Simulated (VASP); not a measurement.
These are vdW-DF2, VASP's PBE PAW potentials (set 64) (plane waves; VASP 6.6.1) values and carry that method's errors.

Input for VASP

KPOINTS:
```
k-points along high-symmetry lines
15
Line-mode
Reciprocal
  0.000000   0.000000   0.000000 ! GAMMA
  0.000000   0.500000   0.000000 ! X

  0.000000   0.500000   0.000000 ! X
  0.500000   0.500000   0.000000 ! M

  0.500000   0.500000   0.000000 ! M
  0.000000   0.000000   0.000000 ! GAMMA

  0.000000   0.000000   0.000000 ! GAMMA
  0.500000   0.500000   0.500000 ! R

  0.500000   0.500000   0.500000 ! R
  0.000000   0.500000   0.000000 ! X

  0.500000   0.500000   0.500000 ! R
  0.500000   0.500000   0.000000 ! M
```

### INCAR
```
SYSTEM = SrTiO3
PREC = Accurate
ENCUT = 520
EDIFF = 1E-7
NELM = 100
ALGO = Normal
LREAL = .FALSE.
LASPH = .TRUE.
ISMEAR = 0
SIGMA = 0.05
GGA = ML
ZAB_VDW = -1.8867
LUSE_VDW = .TRUE.
AGGAC = 0.0
LMAXMIX = 4
LWAVE = .FALSE.
LCHARG = .FALSE.
LORBIT = 11
ICHARG = 11
```

### POSCAR
```
SrTiO3
1
    3.9933203345     0.0000000000     0.0000000000
    0.0000000000     3.9933203345     0.0000000000
    0.0000000000     0.0000000000     3.9933203345
Sr Ti O
1 1 3
Direct
  0.0000000000   0.0000000000   0.0000000000
  0.5000000000   0.5000000000   0.5000000000
  0.5000000000   0.0000000000   0.5000000000
  0.0000000000   0.5000000000   0.5000000000
  0.5000000000   0.5000000000   0.0000000000
```

POTCAR, in this order: Sr_sv Ti_sv O (PBE.64 set). Program: vasp_std. Read from the step before: CHGCAR.

The resulting files:

**OSZICAR**
```
       N       E                     dE             d eps       ncg     rms          rms(c)
DAV:   1     0.422078690680E+03    0.42208E+03   -0.22304E+04  4320   0.186E+03
DAV:   2     0.202965482782E+02   -0.40178E+03   -0.39533E+03  4856   0.487E+02
DAV:   3    -0.268321633200E+02   -0.47129E+02   -0.45520E+02  7080   0.142E+02
DAV:   4    -0.289921652836E+02   -0.21600E+01   -0.21587E+01  5488   0.291E+01
DAV:   5    -0.290781452605E+02   -0.85980E-01   -0.85979E-01  6168   0.481E+00
DAV:   6    -0.290794430114E+02   -0.12978E-02   -0.12977E-02  5832   0.611E-01
DAV:   7    -0.290794760526E+02   -0.33041E-04   -0.33041E-04  6328   0.868E-02
DAV:   8    -0.290794766386E+02   -0.58603E-06   -0.58608E-06  5776   0.105E-02
DAV:   9    -0.290794766525E+02   -0.13807E-07   -0.13775E-07  4184   0.160E-03
   1 F= -.29079477E+02 E0= -.29079477E+02  d E =-.615216E-23
```

### OUTCAR
```
 val. band max:        3.5337124940   @ k =   0.5000   0.5000   0.5000

 cond. band min:       5.2883847585   @ k =   0.0000   0.0000   0.0000



 k-point     1 :       0.0000    0.0000    0.0000
  band No.  band energies     occupation
      1     -53.3934      2.00000
      2     -29.6389      2.00000
      3     -29.5620      2.00000
      4     -29.5620      2.00000
      5     -29.5620      2.00000
      6     -13.5243      2.00000
      7     -12.6279      2.00000
      8     -12.6279      2.00000
      9     -11.5164      2.00000
     10     -11.5164      2.00000
     11     -11.5164      2.00000
     12       0.8719      2.00000
     13       0.8719      2.00000
     14       0.8719      2.00000
     15       2.4967      2.00000
     16       2.4967      2.00000
     17       2.4967      2.00000
     18       3.1576      2.00000
     19       3.1576      2.00000
     20       3.1576      2.00000
     21       5.2884      0.00000
     22       5.2884      0.00000
     23       5.2884      0.00000
     24       7.2929      0.00000

 k-point     2 :       0.0000    0.0357    0.0000
  band No.  band energies     occupation
      1     -53.3934      2.00000
      2     -29.6398      2.00000
      3     -29.5620      2.00000
      4     -29.5620      2.00000
      5     -29.5615      2.00000
      6     -13.5249      2.00000
      7     -12.6309      2.00000
      8     -12.6275      2.00000
      9     -11.5160      2.00000
     10     -11.5160      2.00000
     11     -11.5066      2.00000
     12       0.8560      2.00000
     13       0.8716      2.00000
     14       0.8716      2.00000
     15       2.4812      2.00000
     16       2.4812      2.00000
     17       2.4863      2.00000
     18       3.1171      2.00000
     19       3.1485      2.00000
     20       3.1485      2.00000
     21       5.2899      0.00000
     22       5.3156      0.00000
     23       5.3156      0.00000
     24       7.2936      0.00000

...
```

The density is held fixed in this step, so its total energy and stress have no physical meaning.

The compound is SrTiO3 in the cubic perovskite structure, the ideal cubic form; the compound distorts at low or room temperature. It was relaxed first, which changed the volume by +7 %.
